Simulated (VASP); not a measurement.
Computed with r2SCAN meta-GGA, VASP's PBE PAW potentials (set 64) (plane waves; VASP).

A VASP calculation is set up with these files.

File POSCAR:
```
BaTiO3
1.0
  3.9844236043   0.0000000000   0.0000000000
  0.0000000000   3.9844236043   0.0000000000
  0.0000000000   0.0000000000   3.9844236043
Ba Ti O
1 1 3
direct
  0.5000000000   0.5000000000   0.5000000000
  0.0000000000   0.0000000000   0.0000000000
  0.5000000000   0.0000000000   0.0000000000
  0.0000000000   0.5000000000   0.0000000000
  0.0000000000   0.0000000000   0.5000000000
```

**INCAR**
```
! general
SYSTEM =BaTiO3
PREC   =Accurate
ENCUT  =520
LREAL  =.FALSE.
LASPH  =.TRUE.

! electronic loop
EDIFF  =1E-6
NELM   =100
ALGO   =Normal
LMAXMIX=4
LMIXTAU=.TRUE.

! smearing
ISMEAR =0
SIGMA  =0.05

! functional
METAGGA=R2SCAN

! ions
IBRION =2
NSW    =60
ISIF   =3
EDIFFG =-0.02

! output
LWAVE  =.FALSE.
LCHARG =.FALSE.
```

File KPOINTS:
```
kpoints
0
G
 5 5 5
```

POTCAR, in this order: Ba_sv Ti_sv O (PBE.64 set). Program: vasp_std.

### Question
What will the output report for the number of irreducible k-points (NKPTS), largest plane-wave count, number of space-group operations, FFT grid (NGX, NGY, NGZ)?

### Answer

```
Property                                      Result
--------------------------------------  ------------
number of irreducible k-points (NKPTS)            10
largest plane-wave count                        1743
number of space-group operations                  48
FFT grid (NGX, NGY, NGZ)                30 × 30 × 30
```

The structure comes from a computed database's BaTiO3 entry (Pm-3m); how it stands against other phases isn't given here. This run relaxes it. Symmetry was kept, so distortions that lower it aren't found. The start is the result of an earlier pass.
